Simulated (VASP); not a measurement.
A convergence study with VASP on CoAl (CsCl type): one setting is varied, all else stays as given below, so the limit is that of these other settings.

```
CELL_PARAMETERS angstrom
      2.86000     0.00000     0.00000
      0.00000     2.86000     0.00000
      0.00000     0.00000     2.86000
ATOMIC_POSITIONS crystal
  Al 0.50000 0.50000 0.50000
  Co 0.00000 0.00000 0.00000
```

Computed with PBE GGA, VASP's PBE PAW potentials (set 64) (plane waves; VASP). The tightest run used: 550 eV cut-off, 22×22×22 Γ-centred mesh, tetrahedra with Blöchl corrections, potentials Al Co.

### Question
The settings run are 3×3×3 mesh; 4×4×4 mesh; 5×5×5 mesh; 6×6×6 mesh; 7×7×7 mesh; 8×8×8 mesh; 9×9×9 mesh; 10×10×10 mesh; 11×11×11 mesh; 12×12×12 mesh; 13×13×13 mesh; 14×14×14 mesh; 15×15×15 mesh; 16×16×16 mesh; 17×17×17 mesh; 18×18×18 mesh; 19×19×19 mesh; 20×20×20 mesh; 21×21×21 mesh; 22×22×22 mesh. From which on does the stress (every component) stay within 0.2 GPa of the tightest run?

### Answer
From 6×6×6 mesh on: it is off by 0.04 there and by no more than 0.2 in any finer run, while 5×5×5 mesh is off by 0.45.
| setting | E (eV/atom) | pressure (GPa) | irreducible k-points | difference judged (GPa) |
|---|---|---|---|---|
| 3×3×3 mesh | -6.0748 | -4.03 | 4 | 2.39 |
| 4×4×4 mesh | -5.9673 | -0.84 | 10 | 0.79 |
| 5×5×5 mesh | -5.9994 | -2.08 | 10 | 0.45 |
| 6×6×6 mesh | -5.9966 | -1.67 | 20 | 0.04 |
| 7×7×7 mesh | -5.9960 | -1.75 | 20 | 0.12 |
| 8×8×8 mesh | -5.9938 | -1.65 | 35 | 0.02 |
| 9×9×9 mesh | -5.9949 | -1.68 | 35 | 0.05 |
| 10×10×10 mesh | -5.9937 | -1.66 | 56 | 0.03 |
| 11×11×11 mesh | -5.9941 | -1.62 | 56 | 0.01 |
| 12×12×12 mesh | -5.9938 | -1.65 | 84 | 0.02 |
| 13×13×13 mesh | -5.9942 | -1.64 | 84 | 0.01 |
| 14×14×14 mesh | -5.9938 | -1.63 | 120 | 0.00 |
| 15×15×15 mesh | -5.9939 | -1.64 | 120 | 0.01 |
| 16×16×16 mesh | -5.9939 | -1.64 | 165 | 0.01 |
| 17×17×17 mesh | -5.9939 | -1.63 | 165 | 0.00 |
| 18×18×18 mesh | -5.9938 | -1.63 | 220 | 0.00 |
| 19×19×19 mesh | -5.9938 | -1.63 | 220 | 0.00 |
| 20×20×20 mesh | -5.9939 | -1.63 | 286 | 0.00 |
| 21×21×21 mesh | -5.9938 | -1.63 | 286 | 0.00 |
| 22×22×22 mesh | -5.9938 | -1.63 | 364 | 0.00 |

Left out are rungs that failed or repeat a setting and relaxations that didn't move; long series are thinned to 24 rows.

The compound is CoAl in the CsCl type structure. The cell was not relaxed at this level. The run is not spin-polarised, so no magnetic state was tried.
